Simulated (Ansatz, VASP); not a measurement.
# TiC: VASP beside Ansatz, part 2 of 2

Aim: how closely do two programs agree when they are given the same cell, functional and k mesh? The cell is taken from a series of runs on this material, whose earlier steps may have relaxed, scaled, displaced or heated it; both programs get it as it stands.

VASP 6.6.1 and Ansatz 0.2.0.

So far: The starting structure; VASP: zone-centre phonons, LDA, pair 1.

### Step 3. Ansatz: zone-centre phonons, LDA, pair 1

Level of this step: Ansatz beside VASP: Kohn-Sham DFT, plane waves, LDA (Ansatz).

Ansatz runs on its PAW soft_1 files.

The same cell, functional (in two slightly different forms), mesh and smearing now go to Ansatz, which takes its cutoff from its data sets.

The input, input.yaml:

```yaml
crystal:
  lattice:
    - [0.0, 2.1091092458, 2.1400985189]
    - [2.1091092458, 0.0, 2.1400985189]
    - [2.1091092458, 2.1091092458, 0.0]
  atoms:
    - { symbol: C, position: [0.5, 0.5, 0.5] }
    - { symbol: Ti, position: [0.0, 0.0, 0.0] }
kpoints:
  mp_grid: { grid: [16, 16, 16] }
hamiltonian:
  xc: lda
  pseudopotentials: { kind: paw, azcp: { folder: soft_1 }, xc_functional: pbe }
scf:
  occupations: { method: methfessel_paxton, width: 0.2 }
output:
  eigenvalues: true
phonons:
  method: dfpt
```

Started as:

```sh
> ansatz run input.yaml --threads 4 --pin off --max-ram 10240MiB --backend cpu --events-out ev --progress --plain --runs-dir out
```

Numbers of over 12 decimals in the logs are rounded to 6 here.

The program printed:

```text
zone centre: on kpoints.mp_grid the ground state, and the responses unless they are solved on pairs of k-points, stand on 621 of the mesh's 4096 k-points, reduced under 8 symmetry operations, with k and −k counted as one. Each operation leaves every solved displacement unchanged or reverses it
Engine: ansatz 0.2.0, aarch64-unknown-linux-gnu
Pseudopotentials: kind: paw
Pseudopotential: C, paw, valence charge 4, recommended cutoff 420 eV (normal), soft_1/C.paw.azcp
Pseudopotential: Ti, paw, valence charge 12, recommended cutoff 420 eV (normal), soft_1/Ti.paw.azcp
Functional definition: SPW92
  exchange = slater_x
  correlation = pw_c
Crystal: 2 atoms, lattice volume = 19.040 Å³
Basis set: ecut = 420 eV, 347 PW (Γ), exchange–correlation on 48×48×48 points (8 copies of the dense FFT grid, shifted against one another)
Bands: 12, of which v1, the nominal top of the filled ones, is band 8 counted from 1 (7 counted from 0)
Symmetry: 16 space group operations
k-points: 621 of 4096 (irreducible under 8 space group operations)
Non-local potential: C, projectors of the file, l = 0: 2, l = 1: 2, l = 2: 1
Non-local potential: Ti, projectors of the file, l = 0: 3, l = 1: 2, l = 2: 3, l = 3: 1
PAW form: soft (Blöchl's): semilocal exchange-correlation on the pseudo side does not see the compensation charge
PAW frozen core: C, regenerated for the run's functional, and the local potential with it (the file was generated under x = pbe(κ = 0.804, μ = 0.219515), c = pbe(β = 0.066725))
PAW frozen core: Ti, regenerated for the run's functional, and the local potential with it (the file was generated under x = pbe(κ = 0.804, μ = 0.219515), c = pbe(β = 0.066725))
PAW one-centre angular grid: C, 110 points (default); XC on 64 Gauss nodes
PAW one-centre angular grid: Ti, 590 points (default); XC on 64 Gauss nodes
Initial density: superposition of atomic densities (chi_scale 0.1, normalization cell, long waves kept (reshape's long-wave potential 0.00 eV rms))
Initial wavefunctions: pseudopotential atomic-orbital guess
Functional: x = slater, c = lda
SCF iter   1: F=—  HF=-2696.238534 eV  |F-HF|=—  |Δ(HF+E_count)|=         —  Δρ=1.46e-1  dr2=5.14e0  ethr=3.10e-3  ⟨swp⟩=4.4  Hψ=36482  notcnv=0
preconditioner: auto → none  [metal: Δε(μ)=0.061 eV  Ē_g=20.465 eV  σ=0.200 eV  W_gap=0.24  n_scr=8 (ndim 8)  ℏωp=31.8 eV  f_vac=0.000  D(μ)=0.21/eV (n_scr^D=0)  sad-step TF]
SCF iter   2: F=—  HF=-2695.699956 eV  |F-HF|=—  |Δ(HF+E_count)|=   5.39e-1  S|Δr|=    0.00e0  Δρ=1.01e-1  dr2=2.53e0  ethr=3.10e-3  ⟨swp⟩=2.0  Hψ=14666  notcnv=0
SCF iter   3: F=—  HF=-2695.183866 eV  |F-HF|=—  |Δ(HF+E_count)|=   5.16e-1  S|Δr|=    0.00e0  Δρ=1.14e-2  dr2=1.63e-2  ethr=3.10e-3  ⟨swp⟩=2.7  Hψ=15056  notcnv=0
SCF iter   4: F=—  HF=-2695.177963 eV  |F-HF|=—  |Δ(HF+E_count)|=   5.90e-3  S|Δr|=    0.00e0  Δρ=1.46e-3  dr2=1.22e-4  ethr=1.02e-4  ⟨swp⟩=2.6  Hψ=18410  notcnv=0
SCF iter   5: F=—  HF=-2695.178165 eV  |F-HF|=—  |Δ(HF+E_count)|=   2.02e-4  S|Δr|=    0.00e0  Δρ=3.28e-4  dr2=1.39e-5  ethr=7.61e-7  ⟨swp⟩=2.0  Hψ=9923  notcnv=0
SCF iter   6: F=—  HF=-2695.178163 eV  |F-HF|=—  |Δ(HF+E_count)|=   2.04e-6  S|Δr|=    0.00e0  Δρ=2.18e-5  dr2=6.55e-8  ethr=8.70e-8  ⟨swp⟩=2.0  Hψ=11736  notcnv=0
SCF iter   7: F=—  HF=-2695.178164 eV  |F-HF|=—  |Δ(HF+E_count)|=   1.03e-6  S|Δr|=    0.00e0  Δρ=2.07e-6  dr2=5.53e-10  ethr=4.10e-10  ⟨swp⟩=2.9  Hψ=12224  notcnv=0
SCF iter   8: F=—  HF=-2695.178164 eV  |F-HF|=—  |Δ(HF+E_count)|=  2.14e-10  S|Δr|=    0.00e0  Δρ=4.07e-7  dr2=2.94e-11  ethr=3.46e-12  ⟨swp⟩=2.6  Hψ=12153  notcnv=0
SCF iter   9: F=-2695.178164 eV  HF=-2695.178164 eV  |F-HF|=4.55e-13  |Δ(HF+E_count)|=  1.23e-11  S|Δr|=    0.00e0  Δρ=3.63e-8  dr2=3.17e-13  ethr=1.00e-12  ⟨swp⟩=5.0  Hψ=26829  notcnv=0
the search or the solves at the SCF's close seem to have found levels that the self-consistency loop had missed (the run counts 1). By its estimate they hold under 1e-12 electrons; where the run keeps them, the occupations were computed again with them
SCF 1 converged in 9 iterations: F = -2695.178164 eV  dr2 = 3.17e-13
  greatest PAW one-centre occupation: 0.998 electrons in one spin orbital (limit 2), on the Ti atom at site 1 (counted from 0), in its partial waves of l = 0
DFPT response loops at Γ: preconditioner auto → Kerker (q_TF=auto, 2.650 Å⁻¹) (partly filled bands, converged f_vac=0.000); β = 1.00, the filter's whole step (`scf.mixing.beta` (0.50) is not read by the response loops under this deck's `scf.mixing.preconditioner`; to damp them name `kerker` or `kerker_dos`, under which they read `scf.mixing.beta`, and type it under 1.00, their step now; both keys bind the ground state too); Broyden in place of MSR1
SCF converged after 9 iterations
Stability not checked: this state was not tested for a lower state beside it, because cold or Methfessel-Paxton smearing, or corrected tetrahedra, fill the levels in a way that the test cannot read (fill_not_monotonic; see scf.lower_state_search)
Free energy (F): -2695.178164 eV
Harris-Foulkes:  -2695.178164 eV  (|F-HF|=4.55e-13)
Internal energy: -2695.178036 eV  (E = F + TS)
E sigma→0 (E₀):  -2695.178132 eV
Entropy (-TS):   -0.000129 eV (-0.064 meV/atom)
Fermi energy:    15.436894 eV
Step filling:    the computed levels leave a gap of 0.0080 eV = 0.0 smearing widths at the electron count; against every level under it full and every level over it empty, smearing changes F+E_penalty+E_count by -0.012 meV and its σ→0 estimate by +0.020 meV
--- Per-component energies (eV) ---
  E_band       = -95.341217
  E_kinetic    = 369.753659
  E_local      = -795.514536  (includes V_loc(G=0)·N_el)
  E_nonlocal   = 88.857403
  E_hartree    = 314.926207
  E_xc         = -164.355524
  E_vxc        = -206.117483  (∫ρ·V_xc dr)
  E_paw        = -1085.581626  (= ΣΔE_a)
  E_vpaw       = -182.172618  (= ΣTr[D̂ρ^β])
  E_aug_tail   = -0.000071  (compensation charges beyond the density's cutoff)
  E_ewald      = -1423.652330
  E_core_change = 0.388783  (= ΣΔE_core)
  E_smearing   = -0.000129  (= −TS)
  E_closure    = 0.000000  (closes the sum)
  Σ components = -2695.178164   (vs F -2695.178164, Δ=0.00e0)
--- Band table (eV; the first three rows and the last of 621) ---
  k-point 0: bands = [... 4 lower, 2.9357, 16.0252, 16.1443, 16.1443, 17.1785, 17.2465, 17.2476, 17.2476]
  k-point 1: bands = [... 4 lower, 3.0326, 15.6446, 15.8710, 15.9601, 16.4959, 16.5399, 17.4811, 18.2945]
  k-point 2: bands = [... 4 lower, 3.3166, 14.7475, 15.0839, 15.1582, 16.5608, 16.5988, 17.8475, 19.4285]
  k-point 620: bands = [... 4 lower, 5.2310, 11.9208, 13.5919, 15.5734, 15.5734, 18.4187, 19.2512, 19.2512]
--- Phonons (Γ-DFPT): 4 representative perturbations + reference, on 621 of 4096 k-points (Σ response iterations 12) ---
  k mesh reduced under 8 symmetry operations, with k and −k counted as one. Each operation leaves every solved displacement unchanged or reverses it
  ASR residual: 1.672e-5 → 0.000e0 eV/Å²; symmetrization residual: 7.977e-7 eV/Å²
  ASR residual per site (eV/Å²): 8.59e-6 1.67e-5
  Γ frequencies (cm⁻¹): 0.00 0.00 0.00 546.65 583.36 583.36
  non-analytic LO–TO correction: not included (Born effective charges unavailable; polar crystals: no LO–TO splitting at Γ)
```

### Step 4. Side by side

Known differences besides the potentials themselves: the cutoff is 420 eV in Ansatz and 600 eV in VASP; VASP's log shows a relativistic correction to its local exchange, Ansatz's none. Total energies have different zeros and are not compared.

The two programs side by side:

```csv
quantity,Ansatz,VASP,difference
optical mode 1 (cm⁻¹),546.6,547.7,-0.19 %
optical mode 2 to 3 (cm⁻¹),583.4,585.0,-0.28 %
```

Modes are paired by rising frequency, not by their patterns, so a pair may set unlike modes beside each other; they are those without the splitting of longitudinal modes.

### Step 5. VASP: zone-centre phonons, LDA, pair 2

Second derivatives magnify differences that forces hide, and they need a tight electronic threshold. The cell compared in this pair holds 19.64 Å³, against 19.04 Å³ for the pair before.

The input, INCAR:

```
SYSTEM = TiC
PREC = Accurate
ENCUT = 600
EDIFF = 1E-08
NELM = 120
ISMEAR = 1
SIGMA = 0.2
LREAL = .FALSE.
ALGO = Normal
GGA = PW92
NBANDS = 14
LASPH = .TRUE.
LORBIT = 11
LWAVE = .FALSE.
LCHARG = .FALSE.
ISIF = 2
IBRION = 8
GGA_COMPAT = .FALSE.
KPAR = 2
```

The input, POSCAR:

```
TiC
1.0
    0.0000000000      2.1517175134      2.1210899868
    2.1517175134      0.0000000000      2.1210899868
    2.1517175134      2.1517175134      0.0000000000
C Ti
1 1
Direct
    0.5000000000      0.5000000000      0.5000000000
    1.0000000000      1.0000000000      0.0000000000
```

The input, KPOINTS:

```
Automatic mesh
0
Gamma
16 16 16
0 0 0
```

PAW data sets: C and Ti_sv (LDA family, release 64).

Started as:

```sh
> mpirun -np 2 vasp_std
```

The program printed:

```text
[banner, memory and clock lines left out]
running    2 mpi-ranks, on    1 nodes
[...]
[... a notice as in an earlier step ...]

 LDA part: xc-table for (Slater(with rela. corr.)+PW92), standard interpolation
 POSCAR, INCAR and KPOINTS ok, starting setup
[...]
entering main loop
       N       E                     dE             d eps       ncg     rms          rms(c)
DAV:   1     0.125254124447E+03    0.12525E+03   -0.89673E+03  9786   0.151E+03
DAV:   2    -0.173285882934E+02   -0.14258E+03   -0.13411E+03 10342   0.370E+02
DAV:   3    -0.256497682766E+02   -0.83212E+01   -0.81299E+01 12928   0.863E+01
DAV:   4    -0.259991277612E+02   -0.34936E+00   -0.34908E+00 12378   0.161E+01
[...]
DAV:  15    -0.205300853292E+02    0.69261E-07   -0.24384E-07 14186   0.825E-03    0.167E-03
DAV:  16    -0.205300853120E+02    0.17263E-07   -0.73774E-08 10570   0.398E-03    0.497E-04
DAV:  17    -0.205300853111E+02    0.87198E-09   -0.19703E-09  6332   0.717E-04
   1 F= -.20530085E+02 E0= -.20530027E+02  d E =-.175486E-03
[...]
RMM:  15    -0.659168669995E+00   -0.88695E-06   -0.77717E-06 39258   0.185E-03    0.102E-04
RMM:  16    -0.659169149172E+00   -0.47918E-06   -0.63699E-06 41011   0.153E-03    0.985E-05
RMM:  17    -0.659169010232E+00    0.13894E-06   -0.52472E-06 38879   0.129E-03    0.115E-04
 first order change of Fermi-energy   0.44246E-03
 force on displaced ion       2 direction 1 :  -9.916   0.000   0.000
 Linear response progress:
  Degree of freedom:   4/  4
       N       E                     dE             d eps       ncg     rms          rms(c)
RMM:   1    -0.664122678203E+00   -0.66412E+00    0.95469E+00  9920   0.132E+02
RMM:   2    -0.639622263555E+00    0.24500E-01   -0.23708E-01 16332   0.495E+00    0.226E-01
RMM:   3    -0.638701552963E+00    0.92071E-03   -0.18825E-02 19366   0.117E+00    0.111E-01
RMM:   4    -0.637897662748E+00    0.80389E-03   -0.75631E-03 21098   0.507E-01    0.217E-02
[...]
RMM:  28    -0.639095613864E+00   -0.96600E-08   -0.11918E-06 18020   0.323E-04    0.271E-05
RMM:  29    -0.639095695538E+00   -0.81674E-07   -0.72788E-07 22615   0.292E-04    0.261E-05
RMM:  30    -0.639095685748E+00    0.97905E-08   -0.69523E-07 16400   0.258E-04    0.294E-05
 first order change of Fermi-energy  -0.42460E-03
 force on displaced ion       2 direction 3 :   0.000   0.000 -11.247
 Linear response finished
```

OUTCAR, selected parts (step 5):

```text
  Total       -0.7291669     -0.7291669      0.0380401      0.0000000      0.0000000     -0.0000000
  in kB      -59.4809579    -59.4809579      3.1030804      0.0000000      0.0000000     -0.0000000
  external PRESSURE =     -38.6196118 kB  Pullay stress =       0.0000000 kB

 POSITION                                       TOTAL-FORCE (eV/Angst)
 -----------------------------------------------------------------------------------
      2.15172      2.15172      2.12109         0.000000      0.000000      0.000000
      0.00000      0.00000      0.00000         0.000000     -0.000000      0.000000
 -----------------------------------------------------------------------------------
    total drift:                                0.000000     -0.000000     -0.000000

[... 1 part as in an earlier step ...]

[... 1 further part left out ...]
```

### Step 6. Ansatz: zone-centre phonons, LDA, pair 2

The same cell, functional (in two slightly different forms), mesh and smearing now go to Ansatz, which takes its cutoff from its data sets.

The cell is taken from a series of runs on this material, whose earlier steps may have relaxed, scaled, displaced or heated it; both programs get it as it stands.

input.yaml, the sections that differ from step 3:

```yaml
crystal:
  lattice:
    - [0.0, 2.1517175134, 2.1210899868]
    - [2.1517175134, 0.0, 2.1210899868]
    - [2.1517175134, 2.1517175134, 0.0]
  atoms:
    - { symbol: C, position: [0.5, 0.5, 0.5] }
    - { symbol: Ti, position: [0.0, 0.0, 0.0] }
# kpoints, hamiltonian, scf, output, phonons: as in step 3
```

Started as:

```sh
> ansatz run input.yaml --threads 4 --pin off --max-ram 10240MiB --backend cpu --events-out ev --progress --plain --runs-dir out
```

The program printed:

```text
[...]
Crystal: 2 atoms, lattice volume = 19.641 Å³
Basis set: ecut = 420 eV, 363 PW (Γ), exchange–correlation on 48×48×48 points (8 copies of the dense FFT grid, shifted against one another)
Bands: 12, of which v1, the nominal top of the filled ones, is band 8 counted from 1 (7 counted from 0)
Symmetry: 16 space group operations
k-points: 621 of 4096 (irreducible under 8 space group operations)
[...]
k-point 1: bands = [... 4 lower, 2.6146, 15.1001, 15.3165, 15.4024, 15.9176, 15.9599, 16.8749, 17.6588]
  k-point 2: bands = [... 4 lower, 2.8879, 14.2225, 14.5547, 14.6227, 15.9806, 16.0168, 17.2206, 18.7540]
  k-point 620: bands = [... 4 lower, 4.8415, 11.6040, 13.1064, 14.8422, 14.8422, 17.7576, 18.5530, 18.5530]
[...]
ASR residual: 1.517e-5 → 0.000e0 eV/Å²; symmetrization residual: 5.749e-7 eV/Å²
  ASR residual per site (eV/Å²): 1.34e-5 1.52e-5
  Γ frequencies (cm⁻¹): 0.00 0.00 0.00 527.56 527.56 562.59
[...]
[key lines of the parts left out:]
SCF converged after 9 iterations
Free energy (F): -2695.178671 eV
Fermi energy:    14.884921 eV
```

### Step 7. Side by side

Compared:

```csv
quantity,Ansatz,VASP,difference
optical mode 1 to 2 (cm⁻¹),527.6,529.0,-0.28 %
optical mode 3 (cm⁻¹),562.6,564.1,-0.26 %
```

Modes are paired by rising frequency, not by their patterns, so a pair may set unlike modes beside each other; they are those without the splitting of longitudinal modes.

### Step 8. Summary of results

* r.m.s. difference of the optical zone-centre modes, each program's sorted by frequency (zone-centre phonons, LDA, pair 1): 1.5 cm⁻¹
* r.m.s. difference of the optical zone-centre modes, each program's sorted by frequency (zone-centre phonons, LDA, pair 2): 1.5 cm⁻¹

The r.m.s. difference of the optical zone-centre modes, each program's sorted by frequency is 1.5 cm⁻¹ (zone-centre phonons, LDA, pair 1). Such differences can come from data sets, numerical settings and the points named under the comparisons, not from the functional's error against experiment.

[Lines on the potential files, build, host, timing and source positions are cut from VASP's logs without a mark.]

[Logs are printed without paths, hosts, clocks, repeated set-up lines and the standing remarks that a program may print on its own settings, such as how far it seeks lower states.]

[Hosts, paths, dates, database ids (printed as entryN), source tags and the programs' standing remarks are cut or masked in the printed files.]
